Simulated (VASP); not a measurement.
VASP ran on this input.

INCAR:
```
! general
SYSTEM = C
PREC   = Accurate
ENCUT  = 520   ! plane-wave cut-off (eV)
LREAL  = .False.   ! projection in real space or not
LASPH  = .True.

! electronic loop
EDIFF  = 1E-6
NELM   = 100
ALGO   = Normal

! smearing
ISMEAR = 0   ! Gaussian
SIGMA  = 0.05

! ions
IBRION = 2
NSW    = 60
ISIF   = 3   ! ions, shape and volume
EDIFFG = -0.02   ! ionic stop

! output
LWAVE  = .False.
LCHARG = .False.
```

### KPOINTS
```
Automatic mesh
0
Gamma
8 8 6
0 0 0
```

### POSCAR
```
C
1.0
  2.5004472555   0.0000000000   0.0000000000
  0.0000000000   2.5004472555   0.0000000000
  0.0000000000   0.0000000000   3.5354913071
C
4
Cart
  0.0000000000   0.0000000000   0.0000000000
  1.2502236278   0.0000000000   0.8838728268
  1.2502236278   1.2502236278   1.7677456536
  0.0000000000   1.2502236278   2.6516184803
```

POTCAR, in this order: C (LDA.64 set). Program: vasp_std.

### Question
Write an equivalent input for Ansatz.

### Answer
One equivalent input (not run):
Ansatz 0.2 input:
```yaml
crystal:
  lattice:
    - [2.5004473, 0.0000000, 0.0000000]
    - [0.0000000, 2.5004473, 0.0000000]
    - [0.0000000, 0.0000000, 3.5354913]
  atoms:
    - { symbol: C, position: [0.0000000, 0.0000000, 0.0000000] }
    - { symbol: C, position: [0.5000000, 0.0000000, 0.2500000] }
    - { symbol: C, position: [0.5000000, 0.5000000, 0.5000000] }
    - { symbol: C, position: [0.0000000, 0.5000000, 0.7500000] }
kpoints:
  mp_grid: { grid: [8, 8, 6] }
hamiltonian:
  xc: lda
  pseudopotentials: { kind: paw }
scf:
  occupations: { method: gaussian, width: 0.05 }
  max_iter: 100
relax:
  max_steps: 60
  f_tol: 0.02
  cell: {}
output: { forces: true, stress: true, eigenvalues: true }
```
The two are equivalent in intent, not identical: each code has its own PAW files, so the cut-off isn't converted (ENCUT is set for VASP's; basis.ecutwfc is left out, and Ansatz then takes the one that its files recommend); Ansatz stops its SCF on the density residual and VASP on the energy change (EDIFF); Ansatz's lda is the Perdew-Wang form, while the LDA potentials of VASP carry Perdew-Zunger's.

The compound is C in the diamond structure. It was relaxed first. The start is the result of an earlier pass.
